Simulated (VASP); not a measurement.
# CeCdB2 (Cmcm) in VASP: single point with r2SCAN

Aim: the single point of CeCdB2 with r2SCAN.

Everything below comes from runs of VASP 6.6.1. Logs are shortened: lines on timing, memory, paths and dates and some standing lists are left out, and cuts for length are marked.

## 1. The crystal as given

It takes space group Cmcm (No. 63, orthorhombic). The conventional cell has a = 3.959 Å, b = 16.873 Å, c = 3.885 Å, α = 90.00°, β = 90.00°, γ = 90.00°. Around B (site symmetry m2m) lie 3 B at 2.27 to 2.37 Å. B (site symmetry m2m) has 4 Cd at 2.32 to 2.34 Å and 1 B at 2.37 Å as nearest neighbours. Ce (site symmetry m2m) has 10 B at 2.99 to 3.04 Å and 4 Cd at 3.16 to 3.21 Å as nearest neighbours. Cd (site symmetry m2m) is surrounded by 4 B at 2.32 to 2.34 Å.

The cell was built by a generator and needn't be a form met in nature.

## 2. Single point, r2SCAN

Contents of POSCAR:

```
CeCdB2
1.0
    3.9589066900      0.0000000000      0.0000000000
    1.9794538400     -8.4365794600      0.0000000000
    0.0000000000      0.0000000000     -3.8849073600
B Ce Cd
4 2 2
Direct
    0.4650000000      0.0700000000      0.7500000000
    0.5350000000      0.9300000000      0.2500000000
    0.3246000000      0.3508000000      0.7500000000
    0.6754000000      0.6492000000      0.2500000000
    0.1013000000      0.7974000000      0.7500000000
    0.8987000000      0.2026000000      0.2500000000
    0.7510000000      0.4980000000      0.7500000000
    0.2490000000      0.5020000000      0.2500000000
```

Contents of INCAR.step1:

```
ALGO = Normal
EDIFF = 1E-4
ENCUT = 520
GGA = PE
ISMEAR = -1
LASPH = True
LCHARG = False
LREAL = False
LWAVE = True
NBANDS = 40
NELM = 100
PREC = Accurate
SIGMA = 0.1
```

Contents of INCAR.step2:

```
ALGO = Normal
EDIFF = 1E-6
ENCUT = 520
ISIF = 2
ISMEAR = -1
ISTART = 1
LASPH = True
LCHARG = True
LELF = True
LMIXTAU = True
LREAL = False
LVHAR = True
LWAVE = False
METAGGA = R2SCAN
NBANDS = 40
NELM = 100
PREC = Accurate
SIGMA = 0.1
```

Contents of KPOINTS:

```
k-points
0
Gamma
  5 5 5
```

Potentials or basis: VASP PAW PBE potentials, release 64 (B, Ce, Cd).

Launch:

```
> cat potpaw_PBE.64/B/POTCAR potpaw_PBE.64/Ce/POTCAR potpaw_PBE.64/Cd/POTCAR > POTCAR
> cp INCAR.step1 INCAR
> mpirun -np 1 vasp_std > vasp.out
> cp INCAR.step2 INCAR
> mpirun -np 1 vasp_std > vasp.out
```

OUTCAR:

```text
EDIFF = 1E-6
   ENCUT = 520
   ISIF = 2
   ISMEAR = -1
   ISTART = 1
   LASPH = True
   LREAL = False
   METAGGA = R2SCAN
   NELM = 100
   PREC = Accurate

 ion  position               nearest neighbor table
   1  0.465  0.070  0.750-
   2  0.535  0.930  0.250-
   3  0.325  0.351  0.750-   8 2.32   8 2.32   7 2.34   7 2.34
   4  0.675  0.649  0.250-   7 2.32   7 2.32   8 2.34   8 2.34
   5  0.101  0.797  0.750-   8 3.16   8 3.16   7 3.21   7 3.21
   6  0.899  0.203  0.250-   7 3.16   7 3.16   8 3.21   8 3.21
   7  0.751  0.498  0.750-   4 2.32   4 2.32   3 2.34   3 2.34   8 2.77   8 2.77   8 2.77   8 2.77
                             6 3.16   6 3.16   5 3.21   5 3.21
   8  0.249  0.502  0.250-   3 2.32   3 2.32   4 2.34   4 2.34   7 2.77   7 2.77   7 2.77   7 2.77
                             5 3.16   5 3.16   6 3.21   6 3.21

  LATTYP: Found a base centered orthorhombic cell.
 ALAT       =     3.9589066900
 B/A-ratio  =     4.2620754267
 C/A-ratio  =     0.9813081399

  Lattice vectors:

 A1 = (   1.9794528500,   8.4365794600,   0.0000000000)
 A2 = (   1.9794538400,  -8.4365794600,   0.0000000000)
 A3 = (   0.0000000000,   0.0000000000,  -3.8849073600)

Analysis of symmetry for initial positions (statically):
=====================================================================
 Subroutine PRICEL returns:
 Original cell was already a primitive cell.

 Routine SETGRP: Setting up the symmetry group for a
 base centered orthorhombic supercell.

 Subroutine GETGRP returns: Found  8 space group operations
 (whereof  4 operations were pure point group operations)
 out of a pool of  8 trial point group operations.

The static configuration has the point symmetry C_2h.
 The point group associated with its full space group is D_2h.

Analysis of symmetry for dynamics (positions and initial velocities):
=====================================================================
 Subroutine PRICEL returns:
 Original cell was already a primitive cell.

 Routine SETGRP: Setting up the symmetry group for a
 base centered orthorhombic supercell.

 Subroutine GETGRP returns: Found  8 space group operations
 (whereof  4 operations were pure point group operations)
 out of a pool of  8 trial point group operations.

The dynamic configuration has the point symmetry C_2h.
 The point group associated with its full space group is D_2h.
[... 114 lines left out ...]
   NSW    =      0    number of steps for IOM
   IBRION =     -1    ionic relax: 0-MD 1-quasi-New 2-CG
   NFREE  =      0    steps in history (QN), initial steepest desc. (CG)
   ISIF   =      2    stress and relaxation
   ISYM   =      2    0-nonsym 1-usesym 2-fastsym
   POTIM  = 0.5000    time-step for ionic-motion
   TEBEG  =    0.0;   TEEND  =   0.0 temperature during run
   PSTRESS=    0.0 pullay stress
   NELECT =      60.0000    total number of electrons
   NUPDOWN=      -1.0000    fix difference up-down
   EMIN   =  10.00;   EMAX   =-10.00  energy-range for DOS
   EFERMI =   0.00;   METHOD = LEGACY
   ISMEAR =    -1;   SIGMA  =   0.10  broadening in eV -4-tet -1-fermi 0-gaus
   EFERMI_NEDOS =   21; number of points for ismear=-14 and -15
   IALGO  =     38    algorithm
   IMIX   =      4    mixing-type and parameters
     AMIX     =   0.40;   BMIX     =  1.00
     AMIX_MAG =   1.60;   BMIX_MAG =  1.00
  volume/ion in A,a.u.               =      16.22       109.45
  Fermi-wavevector in a.u.,A,eV,Ry     =   1.265954  2.392306 21.805222  1.602639
  Thomas-Fermi vector in A             =   2.399180
   LORBIT       =      0    0 simple, 1 ext, 2 COOP (PROOUT), +10 PAW based schemes
   METAGGA = R2SCAN    functional components
   LHFCALC =     F    Hartree Fock is set to
   AEXX    =    0.0000 exact exchange contribution
   IVDW    =     0    specifies the selected vdW correction
   LEPSILON=     F    determine dielectric tensor
   LRPA    =     F    only Hartree local field effects (RPA)
 non-spin polarized calculation
  energy-cutoff  :      520.00
  volume of cell :      129.75
 maximum number of plane-waves:      3526
 NGX is ok and might be reduce to    30
   NGX = 15   NGY = 33   NGZ = 15

 number of electron      59.9999999 magnetization

 Free energy of the ion-electron system (eV)
  ---------------------------------------------------
  ext. energy  EPLUGINS =         0.00000000
  ---------------------------------------------------
  free energy    TOTEN  =      -128.44391286 eV

  energy without entropy =     -128.14295441  energy(sigma->0) =     -128.29343364

 E-fermi :   6.1494     XC(G=0): -12.0158

 val. band max:        6.1384865566   @ k =   0.0000   0.4000   0.2000
 cond. band min:       6.1519111957   @ k =   0.0000   0.4000   0.0000
 fundamental gap:      0.0134246391
 Fermi energy:         6.1494059593

 k-point     1 :       0.0000    0.0000    0.0000
  band No.  band energies     occupation
      1     -29.7531      2.00000
      2     -29.7230      2.00000
      3     -12.4091      2.00000
      4     -12.0209      2.00000
      5     -11.9032      2.00000
      6     -11.8391      2.00000
[... 1021 lines left out ...]
     39       6.6675      0.01118
     40       6.6862      0.00928

 [... further k-points ...]

------------------------ aborting loop because EDIFF is reached ----------------------------------------

  FORCE on cell =-STRESS in cart. coord.  units (eV):
  Direction    XX          YY          ZZ          XY          YZ          ZX
  --------------------------------------------------------------------------------------
  -------------------------------------------------------------------------------------
  Total        2.5377745     -7.6711303     -1.4799869      0.0000005      0.0000000      0.0000000
  in kB       31.3358349    -94.7212904    -18.2745255      0.0000056      0.0000000      0.0000000
  external PRESSURE =     -27.2199937 kB  Pullay stress =       0.0000000 kB

 VOLUME and BASIS-vectors are now :
 -----------------------------------------------------------------------------
  energy-cutoff  :      520.00
  volume of cell :      129.75
      direct lattice vectors                 reciprocal lattice vectors
     3.958906690  0.000000000  0.000000000     0.252594991  0.059265740  0.000000000
     1.979453840 -8.436579460  0.000000000     0.000000000 -0.118531450  0.000000000
     0.000000000  0.000000000 -3.884907360     0.000000000  0.000000000 -0.257406395

 POSITION                                       TOTAL-FORCE (eV/Angst)
 -----------------------------------------------------------------------------------
      1.97945     -0.59056     -2.91368        -0.000000      0.437686      0.000000
      3.95891     -7.84602     -0.97123         0.000000     -0.437686      0.000000
      1.97945     -2.95955     -2.91368        -0.000000      3.288069      0.000000
      3.95891     -5.47703     -0.97123         0.000000     -3.288069      0.000000
      1.97945     -6.72733     -2.91368         0.000000     -2.119775      0.000000
      3.95891     -1.70925     -0.97123        -0.000000      2.119775      0.000000
      3.95891     -4.20142     -2.91368         0.000000     -0.093355      0.000000
      1.97945     -4.23516     -0.97123        -0.000000      0.093355     -0.000000
 -----------------------------------------------------------------------------------
    total drift:                                0.000000     -0.000000     -0.000000

  FREE ENERGIE OF THE ION-ELECTRON SYSTEM (eV)
  ---------------------------------------------------
  free  energy   TOTEN  =      -128.4439128634 eV

  energy  without entropy=     -128.1429544114  energy(sigma->0) =     -128.29343364
```

OSZICAR.step1:

```text
N       E                     dE             d eps       ncg     rms          rms(c)
DAV:   1     0.578187789219E+03    0.57819E+03   -0.25610E+04  2160   0.177E+03
DAV:   2     0.769581131549E+02   -0.50123E+03   -0.44074E+03  2400   0.361E+02
DAV:   3    -0.331938365571E+02   -0.11015E+03   -0.10642E+03  2864   0.162E+02
DAV:   4    -0.407525576684E+02   -0.75587E+01   -0.73172E+01  3400   0.433E+01
[... 10 lines left out ...]
DAV:  15    -0.370251213497E+02   -0.99038E-03   -0.10731E-02  3400   0.413E-01    0.821E-01
DAV:  16    -0.370289802918E+02   -0.38589E-02   -0.74593E-03  3712   0.303E-01    0.963E-01
DAV:  17    -0.370220961326E+02    0.68842E-02   -0.28677E-02  3224   0.696E-01    0.172E-01
DAV:  18    -0.370220372868E+02    0.58846E-04   -0.10005E-03  2624   0.162E-01    0.109E-01
DAV:  19    -0.370220116574E+02    0.25629E-04   -0.36130E-04  2152   0.908E-02
   1 F= -.37022012E+02 E0= -.36847201E+02  d E =-.349622E+00
```

It took 12 min on 1 thread of Intel Xeon Platinum 8488C (Sapphire Rapids), shared host; peak memory 0.35 GiB.

Results:

```yaml
Free_energy: -128.4439 eV
Pressure: -2.7 GPa
Largest_force: 3.288 eV/Å
Band_gap_on_the_k_mesh: none (metal or under the smearing width)
```

Forces on the atoms (eV/Å):
```
B    0.000  0.438  0.000
B    0.000 -0.438  0.000
B    0.000  3.288  0.000
B    0.000 -3.288  0.000
Ce   0.000 -2.120  0.000
Ce   0.000  2.120  0.000
Cd   0.000 -0.093  0.000
Cd   0.000  0.093  0.000
```

Levels at points of the mesh, in eV from the Fermi level:
| k point | band 27 | band 28 | band 29 | band 30 | band 31 | band 32 | band 33 | band 34 |
| --- | --- | --- | --- | --- | --- | --- | --- | --- |
| (0.00, 0.00, 0.00) | -1.04 | -0.47 | -0.26 | 0.12 | 0.17 | 0.23 | 0.26 | 0.29 |

Caveat: the PAW data sets were made with another functional, which shifts forces and pressure a little; without U or exact exchange the open f shell lies at the Fermi level, which spoils levels, moments and volumes. Spin polarisation is off, so any magnetic state and its effect on volume and gap are missing.
